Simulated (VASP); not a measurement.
# Ta4NiO11: relaxation of cell and atoms with PBE

Ta4NiO11:

```
Ta Ni O
1.0
     0.00000    4.86715    4.86715
     4.86715    0.00000    4.86715
     4.86715    4.86715    0.00000
Ta Ni O
4 1 11
Direct
  0.63007 0.10980 0.63007
  0.63007 0.63007 0.63007
  0.10980 0.63007 0.63007
  0.63007 0.63007 0.10980
  0.00000 0.00000 0.00000
  0.25000 0.25000 0.25000
  0.84346 0.46962 0.84346
  0.84346 0.84346 0.84346
  0.46962 0.84346 0.84346
  0.84346 0.84346 0.46962
  0.30023 0.69977 0.69977
  0.69977 0.30023 0.30023
  0.69977 0.69977 0.30023
  0.30023 0.30023 0.69977
  0.30023 0.69977 0.30023
  0.69977 0.30023 0.69977
```

The cell was built by a generator and needn't be a form met in nature.

| Quantity | Value |
| --- | --- |
| Program | VASP 6.6.1 |
| Task | relaxation of cell and atoms |
| Functional | PBE |
| Potentials or basis | VASP PAW PBE potentials, release 64 (Ta_pv, Ni, O) |
| Cutoff | 600 eV |
| k mesh | 5 × 5 × 5 |
| Occupations | fermi-dirac, width 0.05 eV |
| Spin | collinear spin, ferromagnetic start |
| Starting moments | [0.0, 0.0, 0.0, 0.0, 1.0, 0.0, 0.0, 0.0, 0.0, 0.0, 0.0, 0.0, 0.0, 0.0, 0.0, 0.0] μB |
| Further INCAR settings | ALGO = Normal; EDIFF = 1e-07; IBRION = 2; EDIFFG = -0.02; NSW = 40; ISIF = 3 |

```
Energy gained by relaxing                             : 0.0 meV/atom
Ionic steps                                           : 4
Pressure after relaxing                               : -0.1 GPa
Band gap on the k mesh                                : none (metal or under the smearing width)
Net moment                                            : 1.07 μB per cell
Site moments                                          : Ta -0.00; Ni +1.07; O -0.02, +0.01, -0.00 μB
Valence electrons inside the program's atomic spheres : Ta 8.82; Ni 8.60; O 4.70, 5.06, 5.09
```

The path:
| step | energy change (eV) | largest force (eV/Å) | pressure (GPa) | volume (Å³) |
| --- | --- | --- | --- | --- |
| 1 | 0.0000 | 0.1125 | 0.00 | 230.60 |
| 2 | 0.0009 | 0.2139 | 0.03 | 230.60 |
| 3 | -0.0006 | 0.0277 | 0.00 | 230.60 |
| 4 | -0.0007 | 0.0014 | -0.07 | 230.59 |

Final structure:
```
Ta Ni O
1.0
     0.00000    4.86712    4.86712
     4.86712    0.00000    4.86712
     4.86712    4.86712    0.00000
Ta Ni O
4 1 11
Direct
  0.62996 0.11014 0.62996
  0.62996 0.62996 0.62996
  0.11014 0.62996 0.62996
  0.62996 0.62996 0.11014
  0.00000 0.00000 0.00000
  0.25000 0.25000 0.25000
  0.84359 0.46922 0.84359
  0.84359 0.84359 0.84359
  0.46922 0.84359 0.84359
  0.84359 0.84359 0.46922
  0.30016 0.69984 0.69984
  0.69984 0.30016 0.30016
  0.69984 0.69984 0.30016
  0.30016 0.30016 0.69984
  0.30016 0.69984 0.30016
  0.69984 0.30016 0.69984
```

Levels at points of the mesh, in eV from the Fermi level:
Spin up:
```csv
k point,band 57,band 58,band 59,band 60,band 61,band 62,band 63,band 64,band 65,band 66
"(0.00, 0.00, 0.00)",-0.97,-0.97,-0.12,-0.12,-0.04,-0.04,-0.04,0.45,1.08,1.08
```
Spin down:
| k point | band 56 | band 57 | band 58 | band 59 | band 60 | band 61 | band 62 | band 63 |
| --- | --- | --- | --- | --- | --- | --- | --- | --- |
| (0.00, 0.00, 0.00) | -0.13 | -0.13 | -0.13 | -0.10 | -0.10 | 0.04 | 0.04 | 0.04 |

Run time: 36 min on 4 MPI ranks on AMD EPYC 7R13 Processor (Zen 3), with other jobs on the host, peak memory 0.98 GiB a rank.

Caveat: a cell with one magnetic atom can't hold antiferromagnetic order, which such compounds often take; semilocal functionals often make such compounds metallic where correlation or magnetic order opens a gap, which also shifts bond lengths. With open d or f shells a metallic result of PBE can be an artefact of self-interaction; +U or a hybrid may open a gap.
